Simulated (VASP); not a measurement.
Given:

```
Fe
1.0
   -1.42795     1.42795     1.42795
    1.42795    -1.42795     1.42795
    1.42795     1.42795    -1.42795
Fe
1
Cartesian
  0.00000   0.00000   0.00000
```
Starting moments (μB, in the order of the record's atoms Fe): 2.3.

Calculation: revPBE GGA, VASP's PBE PAW potentials (set 64) (plane waves; VASP). Run with 520 eV cut-off, 20×20×20 Γ-centred mesh, tetrahedra with Blöchl corrections, potentials Fe.

Tabulate the total density of states (states/eV per cell) against energy (eV; zero at the valence-band maximum or, without a gap, the Fermi level).

```
E (eV) | DOS (states/eV)
    -9.96 |  0.00
    -9.76 |  0.00
    -9.46 |  0.00
    -9.26 |  0.00
    -9.05 |  0.00
    -8.85 |  0.00
    -8.55 |  0.00
    -8.35 |  0.00
    -8.14 |  0.01
    -7.94 |  0.03
    -7.64 |  0.05
    -7.44 |  0.06
    -7.24 | # 0.07
    -7.03 | # 0.08
    -6.73 | # 0.09
    -6.53 | # 0.10
    -6.33 | # 0.11
    -6.12 | # 0.12
    -5.82 | # 0.14
    -5.62 | # 0.16
    -5.42 | # 0.18
    -5.21 | ## 0.21
    -4.91 | ## 0.28
    -4.71 | #### 0.53
    -4.50 | ###### 0.70
    -4.30 | ####### 0.84
    -4.00 | ########## 1.26
    -3.80 | ####### 0.83
    -3.60 | ###### 0.73
    -3.39 | ###### 0.70
    -3.09 | ############## 1.72
    -2.89 | ############ 1.45
    -2.69 | ############ 1.51
    -2.48 | ################### 2.39
    -2.18 | ######### 1.13
    -1.98 | ###### 0.75
    -1.78 | ###### 0.76
    -1.57 | ############### 1.81
    -1.27 | ######################### 3.08
    -1.07 | ############################# 3.55
    -0.87 | ############################## 3.69
    -0.66 | #################### 2.42
    -0.36 | ############## 1.69
    -0.16 | ######### 1.10
     0.04 | ######## 1.04
     0.24 | #### 0.50
     0.55 | #### 0.46
     0.75 | ##### 0.61
     0.95 | ####### 0.90
     1.16 | ######## 1.04
     1.46 | ############# 1.57
     1.66 | ########### 1.37
     1.86 | ############## 1.74
     2.06 | ######################### 3.01
     2.37 | ######## 0.96
     2.57 | #### 0.45
     2.77 | ### 0.38
     2.98 | ### 0.36
     3.28 | ### 0.32
     3.48 | ### 0.31
```
Within 2 eV below the Fermi level the largest weight inside VASP's projection spheres is Fe d.

The compound is Fe in the bcc structure. It was relaxed first.
